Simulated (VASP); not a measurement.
An input for Quantum ESPRESSO's pw.x (written as the equivalent of a VASP run, and not itself run):

```
&CONTROL
  calculation = 'scf'
  pseudo_dir = './pseudo'
  outdir = './out'
  tprnfor = .true.
  tstress = .true.
/
&SYSTEM
  ibrav = 0
  nat = 4
  ntyp = 2
  ecutwfc = 84
  occupations = 'smearing'
  smearing = 'gaussian'
  degauss = 0.003675
  input_dft = 'pbe'
/
&ELECTRONS
  conv_thr = 7.3e-08
  electron_maxstep = 100
/
ATOMIC_SPECIES
  B 10.810 B.upf
  N 14.007 N.upf
CELL_PARAMETERS angstrom
     1.2520000   -2.1685280    0.0000000
     1.2520000    2.1685280    0.0000000
     0.0000000    0.0000000    6.6600000
ATOMIC_POSITIONS crystal
  B    0.3333330  0.6666670  0.2500000
  B    0.6666670  0.3333330  0.7500000
  N    0.6666670  0.3333330  0.2500000
  N    0.3333330  0.6666670  0.7500000
K_POINTS automatic
  9 9 3 0 0 0
```

### Question
Translate this input to VASP (INCAR, KPOINTS, POSCAR, choice of POTCAR).

### Answer
This is not unique; one that fits is 
File POSCAR:
```
BN
1
    1.2520000000    -2.1685280000     0.0000000000
    1.2520000000     2.1685280000     0.0000000000
    0.0000000000     0.0000000000     6.6600000000
B N
2 2
Direct
  0.3333330000   0.6666670000   0.2500000000
  0.6666670000   0.3333330000   0.7500000000
  0.6666670000   0.3333330000   0.2500000000
  0.3333330000   0.6666670000   0.7500000000
```

INCAR:
```
ALGO = Normal
EDIFF = 1E-6
ENCUT = 520
GGA = PE
ISIF = 2
ISMEAR = 0
LASPH = .FALSE.
LCHARG = .FALSE.
LREAL = .FALSE.
LWAVE = .FALSE.
NELM = 100
PREC = Accurate
SIGMA = 0.05
SYSTEM = BN
```

### KPOINTS
```
Automatic mesh
0
Gamma
9 9 3
0 0 0
```

POTCAR, in this order: B N (PBE.64 set). Program: vasp_std.

The two are equivalent in intent, not identical: the potentials are each code's own (VASP's PAW set, PseudoDojo norm-conserving files in pw.x), so ENCUT and ecutwfc are chosen apart and not converted; conv_thr bounds pw.x's estimated SCF error, while EDIFF bounds the energy change between steps.

The compound is BN in the hex structure. The cell was not relaxed at this level. The run is one of a series of settings (LASPH = .FALSE. against the base run), some of them coarse on purpose.
